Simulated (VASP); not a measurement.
# MoS2: single point with PBE

MoS2:

```
Mo S
1.0
     3.17302    0.00000    0.00000
    -1.58651    2.74792    0.00000
     0.00000    0.00000   12.43590
Mo S
2 4
Direct
  0.33333 0.66667 0.25000
  0.66667 0.33333 0.75000
  0.66667 0.33333 0.37510
  0.66667 0.33333 0.12490
  0.33333 0.66667 0.87510
  0.33333 0.66667 0.62490
```

The cell was built by a generator and needn't be a form met in nature.

```yaml
Program: VASP 6.6.1
Task: single point
Functional: PBE
Potentials_or_basis: VASP PAW PBE potentials, release 64 (Mo_sv, S)
Cutoff: 520 eV
k_mesh: 9 × 9 × 2
Occupations: gaussian, width 0.01 eV
Spin: no spin polarisation
Dipole_correction: no
Further_INCAR_settings: ALGO = Fast; EDIFF = 1e-06; NBANDS = 35
```

```json
{
  "Pressure": "2.3 GPa",
  "Largest force": "0.099 eV/Å",
  "Band gap on the k mesh": "1.02 eV, indirect (least direct gap 1.64 eV)"
}
```

Forces in eV/Å, atoms in the order of the input:
```
Mo   0.000  0.000  0.000
Mo   0.000  0.000  0.000
S    0.000  0.000  0.099
S    0.000  0.000 -0.099
S    0.000  0.000  0.099
S    0.000  0.000 -0.099
```

Stress tensor (GPa, compression positive):
```
1.81 0.00 0.00
0.00 1.81 0.00
0.00 0.00 3.15
```

Levels at points of the mesh, in eV from the valence-band top:
```tsv
k point	band 24	band 25	band 26	band 27	band 28	band 29
(0.00, 0.00, 0.00)	-1.25	-1.08	0.00	2.11	2.11	2.14
(0.00, 0.00, 0.50)	-2.18	-0.27	-0.27	2.12	2.12	2.12
```

Run time: 98 s on 1 thread of Intel(R) Xeon(R) Platinum 8259CL CPU @ 2.50GHz (Skylake/Cascade Lake) (shared host), peak memory 0.26 GiB.

The gap isn't set beside the measured one, since this odd mesh misses points on the zone boundary.

Caveat: an odd mesh through Γ misses points on the zone boundary, where band edges often lie; this functional lacks dispersion, which binds the layers, so the pressure and a relaxed spacing across them are unreliable.
